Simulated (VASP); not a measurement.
Level of theory: PBEsol GGA with spin-orbit coupling, VASP's PBE PAW potentials (set 64) (plane waves; VASP 6.6.1).

Input for VASP

**KPOINTS_OPT**
```
k-points along high-symmetry lines
8
Line-mode
Reciprocal
  0.000000   0.000000   0.000000 ! GAMMA
  0.500000  -0.500000   0.500000 ! H

  0.500000  -0.500000   0.500000 ! H
  0.000000   0.000000   0.500000 ! N

  0.000000   0.000000   0.500000 ! N
  0.000000   0.000000   0.000000 ! GAMMA

  0.000000   0.000000   0.000000 ! GAMMA
  0.250000   0.250000   0.250000 ! P

  0.250000   0.250000   0.250000 ! P
  0.500000  -0.500000   0.500000 ! H

  0.250000   0.250000   0.250000 ! P
  0.000000   0.000000   0.500000 ! N
```

**INCAR**
```
ALGO = Normal
EDIFF = 1E-6
ENCUT = 400
GGA = PS
GGA_COMPAT = F
ISMEAR = 0
LASPH = T
LCHARG = F
LMAXMIX = 4
LREAL = F
LSORBIT = T
LWAVE = F
MAGMOM = 0 0 0
NELM = 100
PREC = Accurate
SIGMA = 0.05
SYSTEM = Sb
```

File KPOINTS:
```
K-points
0
Gamma
12 12 12
0 0 0
```

POSCAR:
```
Sb
1
   -1.8665181296     1.8665181296     1.8665181296
    1.8665181296    -1.8665181296     1.8665181296
    1.8665181296     1.8665181296    -1.8665181296
Sb
1
Direct
  0.0000000000   0.0000000000   0.0000000000
```

POTCAR, in this order: Sb (PBE.64 set). Program: vasp_ncl.

Output of the run:

### OUTCAR
```
 ion  position               nearest neighbor table
   1  0.000  0.000  0.000-
  LATTYP: Found a body centered cubic cell.
 ALAT       =     3.7330362592
 Subroutine PRICEL returns:
 Original cell was already a primitive cell.
 Subroutine GETGRP returns: Found 48 space group operations
The static configuration has the point symmetry O_h .
The dynamic configuration has the point symmetry O_h .
The overall configuration has the point symmetry O_h .
 Subroutine INISYM returns: Found 48 space group operations
 Subroutine IBZKPT returns following result:
 Found     72 irreducible k-points:

 Following reciprocal coordinates:
            Coordinates               Weight
  0.000000  0.000000  0.000000      1.000000
  0.083333  0.000000  0.000000     12.000000
  0.166667  0.000000  0.000000     12.000000
  0.250000  0.000000  0.000000     12.000000
  0.333333  0.000000  0.000000     12.000000
  0.416667  0.000000  0.000000     12.000000
  0.500000  0.000000  0.000000      6.000000
  0.083333  0.083333  0.000000     24.000000
  0.166667  0.083333  0.000000     48.000000
...
```

OSZICAR:
```
       N       E                     dE             d eps       ncg     rms          rms(c)
DAV:   1     0.103429115276E+02    0.10343E+02   -0.14789E+03  1728   0.509E+02
DAV:   2    -0.389164291912E+01   -0.14235E+02   -0.13599E+02  2400   0.925E+01
DAV:   3    -0.446401198754E+01   -0.57237E+00   -0.56306E+00  2164   0.185E+01
DAV:   4    -0.446822398868E+01   -0.42120E-02   -0.42110E-02  1904   0.196E+00
DAV:   5    -0.446826536335E+01   -0.41375E-04   -0.41374E-04  1996   0.207E-01    0.213E+00
DAV:   6    -0.446529594627E+01    0.29694E-02   -0.11565E-03  1896   0.234E-01    0.125E+00
DAV:   7    -0.446392468092E+01    0.13713E-02   -0.81320E-04  1844   0.196E-01    0.730E-01
DAV:   8    -0.446361402469E+01    0.31066E-03   -0.43636E-04  1876   0.144E-01    0.281E-02
DAV:   9    -0.446361308734E+01    0.93735E-06   -0.94177E-06  1880   0.302E-02
   1 F= -.44636131E+01 E0= -.44629939E+01  d E =-.123836E-02  mag=     0.0000     0.0000    -0.0000
       N       E                     dE             ncg
```

**OUTCAR**
```
------------------------ aborting loop because EDIFF is reached ----------------------------------------
  FORCE on cell =-STRESS in cart. coord.  units (eV):
  Direction    XX          YY          ZZ          XY          YZ          ZX
  --------------------------------------------------------------------------------------
  Total        0.0492362      0.0492362      0.0492362      0.0000000      0.0000000     -0.0000000
  in kB        3.0327646      3.0327646      3.0327646      0.0000000      0.0000000     -0.0000000
  external PRESSURE =       3.0327646 kB  Pullay stress =       0.0000000 kB
  volume of cell :       26.01
      direct lattice vectors                 reciprocal lattice vectors
    -1.866518130  1.866518130  1.866518130     0.000000000  0.267878459  0.267878459
     1.866518130 -1.866518130  1.866518130     0.267878459  0.000000000  0.267878459
     1.866518130  1.866518130 -1.866518130     0.267878459  0.267878459  0.000000000
 POSITION                                       TOTAL-FORCE (eV/Angst)
 -----------------------------------------------------------------------------------
      0.00000      0.00000      0.00000        -0.000000      0.000000      0.000000
 -----------------------------------------------------------------------------------
    total drift:                                0.000000     -0.000000      0.000000
  FREE ENERGIE OF THE ION-ELECTRON SYSTEM (eV)
  ---------------------------------------------------
  free  energy   TOTEN  =        -4.4636130873 eV

  energy  without entropy=       -4.4623747301  energy(sigma->0) =       -4.46299391

 Ion:    1  E_soc:     -0.1383540
```
(Selected blocks of OUTCAR.)

OUTCAR:
```
 val. band max:        8.7437632995   @ k =  -0.4167   0.5000   0.0833

 cond. band min:       8.7513817691   @ k =   0.1667   0.1667   0.1667


 Fermi energy:         8.7502155376

 k-point     1 :       0.0000    0.0000    0.0000
  band No.  band energies     occupation
      1      -4.3640      1.00000
      2      -4.3640      1.00000
      3      13.6654      0.00000
      4      13.6654      0.00000
      5      14.9444      0.00000
      6      14.9444      0.00000
      7      14.9444      0.00000
      8      14.9444      0.00000
      9      19.3816      0.00000
     10      19.3816      0.00000
     11      19.3816      0.00000
     12      19.3822      0.00000

 k-point     2 :       0.0833    0.0000    0.0000
  band No.  band energies     occupation
      1      -4.2136      1.00000
      2      -4.2136      1.00000
      3      12.9981      0.00000
      4      12.9981      0.00000
      5      14.1017      0.00000
      6      14.1017      0.00000
      7      14.6531      0.00000
      8      14.6531      0.00000
      9      18.5564      0.00000
     10      18.5564      0.00000
     11      18.6091      0.00000
     12      18.6091      0.00000

 k-point     3 :       0.1667    0.0000    0.0000
  band No.  band energies     occupation
      1      -3.7643      1.00000
      2      -3.7643      1.00000
      3      10.9035      0.00000
      4      10.9035      0.00000
      5      12.9525      0.00000
      6      12.9525      0.00000
      7      14.1279      0.00000
      8      14.1279      0.00000
      9      17.3431      0.00000
     10      17.3431      0.00000
     11      17.5969      0.00000
     12      17.5969      0.00000

 k-point     4 :       0.2500    0.0000    0.0000
  band No.  band energies     occupation
      1      -3.0236      1.00000
      2      -3.0236      1.00000
      3       8.3895      1.00000
      4       8.3895      1.00000
      5      11.9469      0.00000
      6      11.9469      0.00000
...
```

The structure was generated: Sb was put into the bcc type (Im-3m), which need not be its known phase. It was relaxed first, which changed the volume by -5 %.
